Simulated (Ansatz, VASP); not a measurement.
# PtSe2 in two plane-wave programs, part 2 of 2

One calculation is typed for both programs; each brings its own data sets and cutoff. How far apart do they land? The cell is taken from a series of VASP runs on this material, whose earlier steps may have relaxed, scaled or displaced it; both programs get it as it stands.

VASP 6.6.1 and Ansatz 0.2.0.

So far: The structure; VASP: zone-centre phonons, r2SCAN.

**3. Ansatz: zone-centre phonons, r2SCAN**

Level of this step: Ansatz beside VASP: Kohn-Sham DFT, plane waves, r2SCAN (Ansatz).

Ansatz runs on its default PAW (the set named soft_2) files.

The same cell, functional, mesh and smearing now go to Ansatz, which takes its cutoff from its data sets.

input.yaml reads:

```yaml
crystal:
  lattice:
    - [3.7189891256, 0.0, 0.0]
    - [-1.8594945628, 3.2207390592, 0.0]
    - [0.0, 0.0, 5.8069348129]
  atoms:
    - { symbol: Pt, position: [0.0, 0.0, 0.0] }
    - { symbol: Se, position: [0.6666666667, 0.3333333333, 0.7742308167] }
    - { symbol: Se, position: [0.3333333333, 0.6666666667, 0.2257691833] }
hamiltonian:
  xc: r2scan
  pseudopotentials: { kind: paw }
kpoints:
  mp_grid: { grid: [10, 10, 8] }
scf:
  occupations: { method: gaussian, width: 0.05 }
phonons:
  method: dfpt
  qpoints: [[0, 0, 0]]
```

Started as:

```bash
> ansatz run input.yaml --threads 4 --pin off --max-ram 9216MiB --backend cpu --events-out ev --progress --plain --runs-dir out
```

Numbers of over 12 decimals in the logs are rounded to 6 here.

The log of the run:

```text
Engine: ansatz 0.2.0, aarch64-unknown-linux-gnu
Pseudopotentials: kind: paw
Pseudopotential: Pt, paw, valence charge 18, recommended cutoff 500 eV (meta_gga), Pt.paw.azcp
Pseudopotential: Se, paw, valence charge 16, recommended cutoff 500 eV (meta_gga), Se.paw.azcp
Functional definition: r2SCAN
  parameter k0 = 0.174
  parameter k1 = 0.065
  parameter a1 = 4.9479
  exchange = r2scan_x(k0 = k0, k1 = k1, a1 = a1)
  correlation = r2scan_c
Crystal: 3 atoms, lattice volume = 69.555 Å³
Basis set: ecut = 500 eV, 1773 PW (Γ), exchange–correlation on 150×150×225 points (125 copies of the dense FFT grid, shifted against one another)
Bands: 30, of which v1, the nominal top of the filled ones, is band 25 counted from 1 (24 counted from 0)
Symmetry: 12 space group operations
k-points: 227 of 800 (irreducible under 2 space group operations, time reversal used)
Non-local potential: Pt, projectors of the file, l = 0: 3, l = 1: 2, l = 2: 2, l = 3: 1
Non-local potential: Se, projectors of the file, l = 0: 2, l = 1: 2, l = 2: 3, l = 3: 1
PAW form: soft (Blöchl's): semilocal exchange-correlation on the pseudo side does not see the compensation charge
PAW frozen core: Pt, regenerated for the run's functional (the file was generated under x = pbe(κ = 0.804, μ = 0.219515), c = pbe(β = 0.066725))
PAW frozen core: Se, regenerated for the run's functional (the file was generated under x = pbe(κ = 0.804, μ = 0.219515), c = pbe(β = 0.066725))
PAW one-centre angular grid: Pt, 590 points (default); XC on 160 Gauss nodes
PAW one-centre angular grid: Se, 590 points (default); XC on 160 Gauss nodes
Initial density: superposition of atomic densities (neutral atoms: chi_scale 0, normalization atom), corrected by the library's trained network
Initial wavefunctions: pseudopotential atomic-orbital guess
Functional: x = r2scan, c = r2scan; τ floored in thin density (d = 2e-4 eV/Å³)
SCF iter   1: F=—  HF=-23494.380566 eV  |F-HF|=—  |Δ(HF+E_count)|=         —  Δρ=6.07e-3  dr2=1.13e-2  dr2_τ=5.95e-2  ethr=1.77e-3  ⟨swp⟩=6.0  Hψ=26669  notcnv=0
preconditioner: auto → Resta (q_TF=auto, 2.582 Å⁻¹)  ε∞=5.0  [insulator: Δε(μ)=0.649 eV  Ē_g=10.407 eV  σ=0.050 eV  W_gap=1.00  n_scr=22 (ndim 8)  ℏωp=20.9 eV  f_vac=0.132  D(μ)=0.00/eV (n_scr^D=0)  ε∞_Penn≈5.0]
SCF iter   2: F=—  HF=-23494.414035 eV  |F-HF|=—  |Δ(HF+E_count)|=   3.35e-2  Δρ=3.88e-3  dr2=4.49e-3  dr2_τ=4.24e-4  ethr=2.26e-5  ⟨swp⟩=2.0  Hψ=14765  notcnv=0  defer=227
SCF iter   3: F=—  HF=-23494.415088 eV  |F-HF|=—  |Δ(HF+E_count)|=   1.05e-3  Δρ=1.19e-3  dr2=7.95e-4  dr2_τ=1.29e-4  ethr=8.99e-6  ⟨swp⟩=2.0  Hψ=7326  notcnv=0  defer=227
SCF iter   4: F=—  HF=-23494.415208 eV  |F-HF|=—  |Δ(HF+E_count)|=   1.20e-4  Δρ=3.43e-4  dr2=1.18e-4  dr2_τ=2.00e-5  ethr=1.59e-6  ⟨swp⟩=2.0  Hψ=8935  notcnv=0  defer=227
SCF iter   5: F=—  HF=-23494.415206 eV  |F-HF|=—  |Δ(HF+E_count)|=   1.69e-6  Δρ=1.80e-4  dr2=1.34e-5  dr2_τ=9.48e-7  ethr=2.37e-7  ⟨swp⟩=2.6  Hψ=11179  notcnv=0  defer=227
SCF iter   6: F=—  HF=-23494.415213 eV  |F-HF|=—  |Δ(HF+E_count)|=   6.46e-6  Δρ=2.78e-5  dr2=6.21e-7  dr2_τ=4.52e-8  ethr=2.68e-8  ⟨swp⟩=2.9  Hψ=10952  notcnv=0  defer=227
SCF iter   7: F=—  HF=-23494.415217 eV  |F-HF|=—  |Δ(HF+E_count)|=   4.19e-6  Δρ=5.16e-6  dr2=1.70e-8  dr2_τ=8.88e-10  ethr=1.24e-9  ⟨swp⟩=2.0  Hψ=9080  notcnv=0  defer=227
SCF iter   8: F=—  HF=-23494.415217 eV  |F-HF|=—  |Δ(HF+E_count)|=   2.02e-8  Δρ=8.48e-7  dr2=5.30e-10  dr2_τ=1.19e-11  ethr=3.41e-11  ⟨swp⟩=2.0  Hψ=9080  notcnv=0  defer=227
SCF iter   9: F=—  HF=-23494.415217 eV  |F-HF|=—  |Δ(HF+E_count)|=  7.97e-10  Δρ=1.58e-7  dr2=2.77e-11  dr2_τ=8.77e-13  ethr=1.06e-12  ⟨swp⟩=2.0  Hψ=9080  notcnv=0  defer=227
SCF iter  10: F=-23494.415217 eV  HF=-23494.415217 eV  |F-HF|=3.64e-12  |Δ(HF+E_count)|=  2.18e-11  Δρ=4.65e-8  dr2=1.68e-12  dr2_τ=1.31e-13  ethr=1.00e-12  ⟨swp⟩=10.3  Hψ=31842  notcnv=0
SCF 1 converged in 10 iterations: F = -23494.415217 eV  dr2 = 1.68e-12
  greatest PAW one-centre occupation: 1.000 electrons in one spin orbital (limit 2), on the Pt atom at site 0 (counted from 0), in its partial waves of l = 0
DFPT response loops at Γ: preconditioner auto → Resta (q_TF=auto, 2.582 Å⁻¹)  ε∞=9.4 (no band partly filled); β = 1.00, the filter's whole step (`scf.mixing.beta` (0.50) is not read by the response loops at its default; to damp them type it under 1.00, their step now; it binds the ground state too); Broyden in place of MSR1
SCF converged after 10 iterations
Free energy (F): -23494.415217 eV
Harris-Foulkes:  -23494.415217 eV  (|F-HF|=3.64e-12)
Internal energy: -23494.415217 eV  (E = F + TS)
E sigma→0 (E₀):  -23494.415217 eV
Fermi energy:    10.620813 eV
--- Per-component energies (eV) ---
  E_band       = -1115.280461
  E_kinetic    = 873.399165
  E_local      = -7894.748456  (includes V_loc(G=0)·N_el)
  E_nonlocal   = -988.049826
  E_hartree    = 3648.555310
  E_xc         = -446.313363
  E_vxc        = -548.811243  (∫ρ·V_xc dr)
  E_paw        = -13330.976358  (= ΣΔE_a)
  E_vpaw       = 113.697902  (= ΣTr[D̂ρ^β])
  E_aug_tail   = -0.000271  (compensation charges beyond the density's cutoff)
  E_vtau       = 32.121708  (kinetic-family band-sum trace: ∫τ·v_τ [+ j·A + Jᵃ·Aᵃ] dr)
  E_ewald      = -5352.520382
  E_core_change = -3.761035  (= ΣΔE_core)
  E_smearing   = -0.000000  (= −TS)
  E_closure    = -0.000000  (closes the sum)
  Σ components = -23494.415217   (vs F -23494.415217, Δ=0.00e0)
--- Band table (eV; the first three rows and the last of 227) ---
  k-point 0: bands = [... 21 lower, 8.0547, 9.6541, 9.6541, 10.2499, 12.6446, 12.6446, 15.0994, 15.4829, ... 1 higher]
  k-point 1: bands = [... 21 lower, 8.0575, 9.6346, 9.6346, 10.0156, 12.6837, 12.6837, 15.3057, 15.5887, ... 1 higher]
  k-point 2: bands = [... 21 lower, 8.0665, 9.4802, 9.5889, 9.5889, 12.7783, 12.7783, 15.5849, 16.0542, ... 1 higher]
  k-point 226: bands = [... 21 lower, 7.2500, 7.5033, 8.1272, 9.1145, 11.3746, 11.9861, 15.6843, 18.3351, ... 1 higher]
--- Phonons (Γ-DFPT): 4 representative perturbations + reference, on 227 of 800 k-points (Σ response iterations 32) ---
  k mesh reduced under 2 symmetry operations, with k and −k counted as one. Each operation leaves every solved perturbation unchanged. A smaller set is not considered because the functional reads the kinetic-energy density
  ASR residual: 1.832e-4 → 0.000e0 eV/Å²; symmetrization residual: 5.647e-5 eV/Å²
  ASR residual per site (eV/Å²): 1.83e-4 9.34e-5 9.34e-5
  Γ frequencies (cm⁻¹): 0.00 0.00 0.00 177.04 177.04 205.68 216.75 216.75 229.56
  non-analytic LO–TO correction: not included (Born effective charges unavailable; polar crystals: no LO–TO splitting at Γ)
--- Phonons (arbitrary-q DFPT): 1 explicit q-point ---
  q = [0, 0, 0] (of the zone-centre solve; hermiticity 6.68e-6, symmetrization 3.03e-7): 0.00 0.00 0.00 177.04 177.04 205.68 216.75 216.75 229.56
  sum rule: each row above includes the acoustic sum rule's correction from the zone centre's row sums; it moved no ω² by more than (0.57 cm⁻¹)²
```

Run time: 5.5 min. Hardware: 4 threads of Arm Neoverse V1, shared host; peak memory 2.7 GiB.

The column dr2 measures how far the density is from self-consistency, as an energy; F and HF (Harris–Foulkes) agree once it is small.

**4. Side by side**

Known differences besides the potentials themselves: VASP keeps PBE cores, Ansatz makes them for the functional; the data sets hold 50 valence electrons in Ansatz (default PAW (the set named soft_2) files) and 22 in VASP; the cutoff is 500 eV in Ansatz and 450 eV in VASP; VASP uses finite displacements, Ansatz perturbation theory. Total energies have different zeros and are not compared.

The two programs side by side:

| quantity | Ansatz | VASP | difference |
| --- | --- | --- | --- |
| optical mode 1 to 2 (cm⁻¹) | 177.0 | 177.1 | -0.01 % |
| optical mode 3 (cm⁻¹) | 205.7 | 206.1 | -0.21 % |
| optical mode 4 to 5 (cm⁻¹) | 216.8 | 217.5 | -0.33 % |
| optical mode 6 (cm⁻¹) | 229.6 | 229.8 | -0.12 % |

Modes are paired by rising frequency and degeneracy, not by their patterns, so a pair may still set unlike modes beside each other.

**5. Summary of results**

| Quantity | Value |
| --- | --- |
| r.m.s. difference of the optical zone-centre modes, each program's sorted by frequency (zone-centre phonons, r2SCAN) | 0.46 cm⁻¹ |

**Reading.** The r.m.s. difference of the optical zone-centre modes, each program's sorted by frequency is 0.46 cm⁻¹ (zone-centre phonons, r2SCAN). How closely two codes agree says nothing of how well the functional describes the real material.

[Lines on the potential files, build, host, timing and source positions are cut from VASP's logs without a mark.]

[Logs are printed without paths, hosts, clocks, repeated set-up lines and the standing remarks that a program may print on its own settings, such as how far it seeks lower states.]

[Hosts, paths, dates, database ids (printed as entryN), source tags and the programs' standing remarks are cut or masked in the printed files.]
